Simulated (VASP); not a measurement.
Computed with PW91 GGA, VASP's PBE PAW potentials (set 64) (plane waves; VASP).

A VASP calculation is set up with these files.

KPOINTS:
```
K-points
0
G
14 14 14
0 0 0
```

### POSCAR
```
FeAl
2.8685340
  0.9999999782   0.0000000000   0.0000000000
  0.0000000000   0.9999999782   0.0000000000
  0.0000000000   0.0000000000   0.9999999782
Al Fe
1 1
direct
  0.5000000000   0.5000000000   0.5000000000
  0.0000000000   0.0000000000   0.0000000000
```

### INCAR
```
LREAL = .FALSE.   ! projection in real space or not
ENCUT = 520   ! plane-wave cut-off (eV)
NELM = 100
GGA = 91   ! PW91
ISIF = 2
ISMEAR = -5
EDIFF = 1E-7   ! SCF stop (eV)
LORBIT = 11   ! lm-projected
PREC = Accurate
LWAVE = .FALSE.
NEDOS = 601
SYSTEM = FeAl
LMAXMIX = 4
LCHARG = .TRUE.
LASPH = .TRUE.
ALGO = Normal   ! blocked Davidson
```

POTCAR, in this order: Al Fe (PBE.64 set). Program: vasp_std.

The resulting files:

File OSZICAR:
```
       N       E                     dE             d eps       ncg     rms          rms(c)
DAV:   1     0.317036125092E+02    0.31704E+02   -0.50540E+03  2168   0.123E+03
DAV:   2    -0.131902695310E+02   -0.44894E+02   -0.43504E+02  2168   0.180E+02
DAV:   3    -0.143638241658E+02   -0.11736E+01   -0.11555E+01  2559   0.401E+01
DAV:   4    -0.143869667726E+02   -0.23143E-01   -0.23097E-01  2833   0.501E+00
DAV:   5    -0.143874138145E+02   -0.44704E-03   -0.44693E-03  2646   0.582E-01    0.135E+01
DAV:   6    -0.163012274871E+02   -0.19138E+01   -0.70462E+01  2498   0.132E+02    0.175E+01
DAV:   7    -0.125934189664E+02    0.37078E+01   -0.35012E+01  2425   0.821E+01    0.246E+00
DAV:   8    -0.125648174262E+02    0.28602E-01   -0.21129E-01  2427   0.571E+00    0.138E+00
DAV:   9    -0.125512071663E+02    0.13610E-01   -0.42529E-02  2639   0.319E+00    0.336E-01
DAV:  10    -0.125508465088E+02    0.36066E-03   -0.85078E-04  2820   0.390E-01    0.151E-01
DAV:  11    -0.125508377157E+02    0.87931E-05   -0.22800E-05  2599   0.510E-02    0.606E-03
DAV:  12    -0.125508378174E+02   -0.10170E-06   -0.14493E-06  2835   0.127E-02    0.491E-03
DAV:  13    -0.125508376907E+02    0.12673E-06   -0.25115E-07  1241   0.628E-03    0.501E-04
DAV:  14    -0.125508376775E+02    0.13160E-07   -0.32213E-08  1133   0.181E-03
   1 F= -.12550838E+02 E0= -.12550838E+02  d E =0.000000E+00
```

### OUTCAR
```
------------------------ aborting loop because EDIFF is reached ----------------------------------------
  FORCE on cell =-STRESS in cart. coord.  units (eV):
  Direction    XX          YY          ZZ          XY          YZ          ZX
  --------------------------------------------------------------------------------------
  Total       -0.0014618     -0.0014618     -0.0014618      0.0000000     -0.0000000     -0.0000000
  in kB       -0.0992221     -0.0992221     -0.0992221      0.0000000     -0.0000000     -0.0000000
  external PRESSURE =      -0.0992221 kB  Pullay stress =       0.0000000 kB
  volume of cell :       23.60
      direct lattice vectors                 reciprocal lattice vectors
     2.868533937  0.000000000  0.000000000     0.348610134  0.000000000  0.000000000
     0.000000000  2.868533937  0.000000000     0.000000000  0.348610134  0.000000000
     0.000000000  0.000000000  2.868533937     0.000000000  0.000000000  0.348610134
 POSITION                                       TOTAL-FORCE (eV/Angst)
 -----------------------------------------------------------------------------------
      1.43427      1.43427      1.43427         0.000000      0.000000      0.000000
      0.00000      0.00000      0.00000         0.000000      0.000000      0.000000
 -----------------------------------------------------------------------------------
    total drift:                               -0.000000      0.000000      0.000000
  FREE ENERGIE OF THE ION-ELECTRON SYSTEM (eV)
  ---------------------------------------------------
  free  energy   TOTEN  =       -12.5508376775 eV

  energy  without entropy=      -12.5508376775  energy(sigma->0) =      -12.55083768

 total charge

# of ion       s       p       d       tot
------------------------------------------
    1        0.399   0.439   0.000   0.838
    2        0.433   0.499   6.516   7.448
--------------------------------------------------
tot          0.832   0.938   6.516   8.286
```
(Selected blocks of OUTCAR.)

For a metal the tetrahedron method with Blöchl corrections gives inexact stress and forces.

The compound is FeAl in the CsCl type structure. It was relaxed first. The run is not spin-polarised, so no magnetic state was tried. The electron count is odd and the run is not spin-polarised, which forces a metal.
